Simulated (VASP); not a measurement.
These are optB86b-vdW, VASP's PBE PAW potentials (set 64) (plane waves; VASP) values and carry that method's errors.

A VASP calculation is set up with these files.

File KPOINTS:
```
Automatic
0
gamma
 8 8 5
```

INCAR:
```
! general
SYSTEM    =  SiC
PREC      =  Accurate
ENCUT     =  520   ! plane-wave cut-off (eV)
LREAL     =  .FALSE.   ! projection in real space or not
LASPH     =  .TRUE.

! electronic loop
EDIFF     =  1E-7   ! SCF stop (eV)
NELM      =  100
ALGO      =  Normal

! smearing
ISMEAR    =  0   ! Gaussian
SIGMA     =  0.05   ! width (eV)

! functional
GGA       =  MK
LUSE_VDW  =  .TRUE.
AGGAC     =  0.0
PARAM1    =  0.1234
PARAM2    =  1.0

! ions
IBRION    =  2   ! conjugate gradients
NSW       =  30   ! most ionic steps
ISIF      =  4
EDIFFG    =  -0.01   ! ionic stop

! output
LWAVE     =  .FALSE.
LCHARG    =  .FALSE.
```

POSCAR:
```
SiC
1.0
  1.5121991457  -2.6192055110   0.0000000000
  1.5121991457   2.6192055110   0.0000000000
  0.0000000000   0.0000000000   4.9659340099
Si C
2 2
Cart
  1.5121991457  -0.8730702498   2.4813083964
  1.5121991457   0.8730702498   4.9642754013
  1.5121991457  -0.8730702498   4.3468508672
  1.5121991457   0.8730702498   1.8638838623
```

POTCAR, in this order: Si C (PBE.64 set). Program: vasp_std.

Output

OSZICAR:
```
       N       E                     dE             d eps       ncg     rms          rms(c)
DAV:   1     0.413617890498E+02    0.41362E+02   -0.75165E+03   720   0.119E+03
DAV:   2    -0.269111578519E+02   -0.68273E+02   -0.62123E+02  1008   0.197E+02
DAV:   3    -0.298660902387E+02   -0.29549E+01   -0.29358E+01   956   0.407E+01
DAV:   4    -0.298986048504E+02   -0.32515E-01   -0.32495E-01   884   0.500E+00
DAV:   5    -0.298991383096E+02   -0.53346E-03   -0.53333E-03   936   0.609E-01    0.131E+01
DAV:   6    -0.259637833895E+02    0.39354E+01   -0.11299E+01   876   0.218E+01    0.594E+00
DAV:   7    -0.258440857772E+02    0.11970E+00   -0.10814E+00   920   0.698E+00    0.260E+00
DAV:   8    -0.258300275997E+02    0.14058E-01   -0.54547E-02   848   0.175E+00    0.530E-01
DAV:   9    -0.258293502110E+02    0.67739E-03   -0.63812E-03   904   0.624E-01    0.127E-01
DAV:  10    -0.258295598281E+02   -0.20962E-03   -0.70044E-04   864   0.196E-01    0.487E-02
DAV:  11    -0.258295693954E+02   -0.95673E-05   -0.65319E-05   868   0.697E-02    0.198E-02
DAV:  12    -0.258295704400E+02   -0.10446E-05   -0.38025E-06   892   0.146E-02    0.441E-03
DAV:  13    -0.258295708811E+02   -0.44108E-06   -0.25819E-07   728   0.409E-03    0.143E-03
DAV:  14    -0.258295709285E+02   -0.47389E-07   -0.19717E-08   540   0.120E-03
   1 F= -.25829571E+02 E0= -.25829571E+02  d E =-.258296E+02
       N       E                     dE             d eps       ncg     rms          rms(c)
DAV:   1    -0.258295820255E+02   -0.11144E-04   -0.41451E-03   840   0.553E-01    0.376E-02
DAV:   2    -0.258295622748E+02    0.19751E-04   -0.11238E-04   924   0.961E-02    0.184E-02
DAV:   3    -0.258295488481E+02    0.13427E-04   -0.22852E-05   908   0.430E-02    0.404E-03
DAV:   4    -0.258295488945E+02   -0.46314E-07   -0.46355E-06   908   0.157E-02    0.299E-03
DAV:   5    -0.258295488771E+02    0.17360E-07   -0.92024E-08   552   0.291E-03
   2 F= -.25829549E+02 E0= -.25829549E+02  d E =0.220514E-04
       N       E                     dE             d eps       ncg     rms          rms(c)
DAV:   1    -0.258295957385E+02   -0.46844E-04   -0.16592E-03   836   0.350E-01    0.239E-02
DAV:   2    -0.258295875559E+02    0.81826E-05   -0.44959E-05   912   0.608E-02    0.117E-02
DAV:   3    -0.258295822386E+02    0.53173E-05   -0.93223E-06   904   0.274E-02    0.254E-03
DAV:   4    -0.258295823094E+02   -0.70763E-07   -0.18644E-06   908   0.994E-03    0.189E-03
DAV:   5    -0.258295823016E+02    0.77866E-08   -0.35971E-08   480   0.182E-03
   3 F= -.25829582E+02 E0= -.25829582E+02  d E =-.113731E-04
```

**OUTCAR**
```
------------------------ aborting loop because EDIFF is reached ----------------------------------------
  FORCE on cell =-STRESS in cart. coord.  units (eV):
  Direction    XX          YY          ZZ          XY          YZ          ZX
  --------------------------------------------------------------------------------------
  Total        3.6922439      3.6922432      3.6907685      0.0000000     -0.0000000      0.0000000
  in kB      150.3804789    150.3804503    150.3203874      0.0000000     -0.0000000      0.0000000
  external PRESSURE =     150.3604389 kB  Pullay stress =       0.0000000 kB
  volume of cell :       39.34
      direct lattice vectors                 reciprocal lattice vectors
     1.512340932 -2.619451085  0.000000000     0.330613283 -0.190879686  0.000000000
     1.512340932  2.619451085 -0.000000000     0.330613283  0.190879686 -0.000000000
     0.000000000  0.000000000  4.965002926     0.000000000  0.000000000  0.201409750
  FREE ENERGIE OF THE ION-ELECTRON SYSTEM (eV)
  ---------------------------------------------------
  free  energy   TOTEN  =       -25.8295823016 eV

  energy  without entropy=      -25.8295823016  energy(sigma->0) =      -25.82958230

 reached required accuracy - stopping structural energy minimisation
```
(Selected blocks of OUTCAR.)

### CONTCAR
```
SiC
   1.00000000000000
     1.5123409322607451   -2.6194510845889427    0.0000000000000000
     1.5123409322607451    2.6194510845889427   -0.0000000000000000
     0.0000000000000000    0.0000000000000000    4.9650029257269681
  Si              C
     2     2
Direct
     0.6666669999999968    0.3333330000000032    0.4997099318684744
     0.3333330000000032    0.6666669999999968    0.9997099318684745
     0.6666669999999968    0.3333330000000032    0.8752900681315255
     0.3333330000000032    0.6666669999999968    0.3752900681315256
```

The compound is SiC in the wurtzite structure, the rare 2H polytype. This cell is one point of a volume scan, at 0.94 of the reference volume. Symmetry was kept, so distortions that lower it aren't found.
